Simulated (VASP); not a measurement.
VASP input:

File KPOINTS:
```
Automatic mesh
0
Gamma
8 8 8
0 0 0
```

File POSCAR:
```
CuCl
1
    0.0000000000     2.7664262205     2.7664262205
    2.7664262205     0.0000000000     2.7664262205
    2.7664262205     2.7664262205     0.0000000000
Cu Cl
1 1
Direct
  1.0000000000   0.0000000000   1.0000000000
  0.2500000000   0.2500000000   0.2500000000
```

INCAR:
```
SYSTEM = CuCl
PREC = Accurate
ENCUT = 520
EDIFF = 1E-7
NELM = 100
ALGO = Normal
LREAL = .FALSE.
LASPH = .TRUE.
ISMEAR = 0
SIGMA = 0.05
GGA = PE
LMAXMIX = 4
LWAVE = .FALSE.
LCHARG = .FALSE.
ISIF = 2
```

POTCAR, in this order: Cu Cl (PBE.64 set). Program: vasp_std.

Question: Translate this PBE calculation to Quantum ESPRESSO's pw.x.

Answer: One equivalent input (not run):
```
&CONTROL
  calculation = 'scf'
  pseudo_dir = './pseudo'
  outdir = './out'
  tprnfor = .true.
  tstress = .true.
/
&SYSTEM
  ibrav = 0
  nat = 2
  ntyp = 2
  ecutwfc = 92
  occupations = 'smearing'
  smearing = 'gaussian'
  degauss = 0.003675
  input_dft = 'pbe'
/
&ELECTRONS
  conv_thr = 7.3e-09
  electron_maxstep = 100
/
ATOMIC_SPECIES
  Cu 63.546 Cu.upf
  Cl 35.450 Cl.upf
CELL_PARAMETERS angstrom
     0.0000000    2.7664262    2.7664262
     2.7664262    0.0000000    2.7664262
     2.7664262    2.7664262    0.0000000
ATOMIC_POSITIONS crystal
  Cu   1.0000000  0.0000000  1.0000000
  Cl   0.2500000  0.2500000  0.2500000
K_POINTS automatic
  8 8 8 0 0 0
```
What does not carry over: the potentials are each code's own (VASP's PAW set, PseudoDojo norm-conserving files in pw.x), so ENCUT and ecutwfc are chosen apart and not converted; conv_thr bounds pw.x's estimated SCF error, while EDIFF bounds the energy change between steps.

The compound is CuCl in the zinc blende structure. This cell is one point of a volume scan, at 1.06 of the reference volume.
